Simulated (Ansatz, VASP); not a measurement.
**Two plane-wave programs on Li3SeBr**

INCAR

```
PREC = Accurate
ENCUT = 520
EDIFF = 1E-7
ISMEAR = 0
SIGMA = 0.05
LREAL = F
LASPH = T
NELM = 80
ALGO = Fast
ISIF = 2
LWAVE = F
LCHARG = F
GGA = PE
NBANDS = 19
```

File KPOINTS:

```
regular mesh
0
Gamma
  4 4 4
```

File POSCAR:

```
Li3SeBr
1.0
    5.4157924991      0.0000000000      0.0000000000
    0.0000000000      5.4157924991      0.0000000000
    0.0000000000      0.0000000000      5.4157924991
Br Se Li
1 1 3
Direct
    0.0000000000      0.0000000000      0.0000000000
    0.5000000000      0.5000000000      0.5000000000
    0.5000000000      0.5000000000      0.0000000000
    0.5000000000      0.0000000000      0.5000000000
    0.0000000000      0.5000000000      0.5000000000
```

Input for Ansatz:

```yaml
crystal:
  lattice:
    - [5.4157924991, 0.0, 0.0]
    - [0.0, 5.4157924991, 0.0]
    - [0.0, 0.0, 5.4157924991]
  atoms:
    - { symbol: Br, position: [0.0, 0.0, 0.0] }
    - { symbol: Se, position: [0.5, 0.5, 0.5] }
    - { symbol: Li, position: [0.5, 0.5, 0.0] }
    - { symbol: Li, position: [0.5, 0.0, 0.5] }
    - { symbol: Li, position: [0.0, 0.5, 0.5] }
basis:
  ecutwfc: 420
kpoints:
  mp_grid: { grid: [4, 4, 4] }
hamiltonian:
  xc: pbe
scf:
  occupations: { method: gaussian, width: 0.05 }
output:
  forces: true
  stress: true
  eigenvalues: true
```

The cell comes from a database or a generator and needn't be the stable form of this composition.

Alike in both runs: task single point; functional PBE; k mesh 4 × 4 × 4; occupations gaussian, width 0.05 eV; no spin polarisation.

```csv
,VASP,Ansatz
version,VASP 6.6.1,Ansatz 0.2.0
potentials or method,"VASP PAW PBE potentials, release 64 (Br, Se, Li_sv)","scalar-relativistic, plane waves, PAW"
plane-wave cutoff (eV),520,420
valence electrons in the cell,22,32
```

VASP gave:

* gap on the k mesh at the Fermi level (eV): 2.67
* least direct gap on the mesh (eV): 2.81

Q: Estimate Ansatz's values.

A: gap on the k mesh at the Fermi level (eV): 2.66; least direct gap on the mesh (eV): 2.80.

The two sets of potentials don't hold the same shells in valence.

 As with any semilocal functional, this PBE gap is likely too small. A k mesh can miss the band edges.
